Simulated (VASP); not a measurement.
```xyz
2
Lattice="0.0000 3.1110 3.1110 3.1110 0.0000 3.1110 3.1110 3.1110 0.0000" Properties=species:S:1:pos:R:3 pbc="T T T"
Ga     0.0000     0.0000     0.0000
Sb     1.5555     1.5555     1.5555
```

The base run (VASP): PBE GGA, plane waves, VASP's PBE PAW potentials (set 64). Numerical set-up: 400 eV cut-off, 7×7×7 Γ-centred mesh, Gaussian smearing of 0.050 eV, potentials Ga_d Sb.

One setting is varied; ΔE counts from the most expensive setting. The base run took about 8 core-seconds. Times come from single runs on busy shared machines, so they are rough: good to a factor of about 2.

Pressures at a finite cut-off, here 400 eV, hold a Pulay part, which wasn't tested here.

```tsv
setting	cost over the base run	electronic steps	ΔE (meV/atom)	pressure (GPa)
KPOINTS 1×1×1 Γ-centred mesh	about 1/2	13	7838.8	68.73
KPOINTS 3×3×3 Γ-centred mesh	within a factor of 2	13	282.9	1.84
KPOINTS 6×6×6 Γ-centred mesh	within a factor of 2	13	15.1	-0.16
base run	reference	13	7.0	-0.22
KPOINTS 8×8×8 Γ-centred mesh	within a factor of 2	13	3.4	-0.24
KPOINTS 12×12×12 Γ-centred mesh	about 2 times	13	0.1	-0.25
KPOINTS 13×13×13 Γ-centred mesh	about 3 times	13	0.0	-0.26
```

Left out are runs that failed, have no time on record or changed the cell.

The compound is GaSb in the zinc blende structure. The cell was not relaxed at this level.
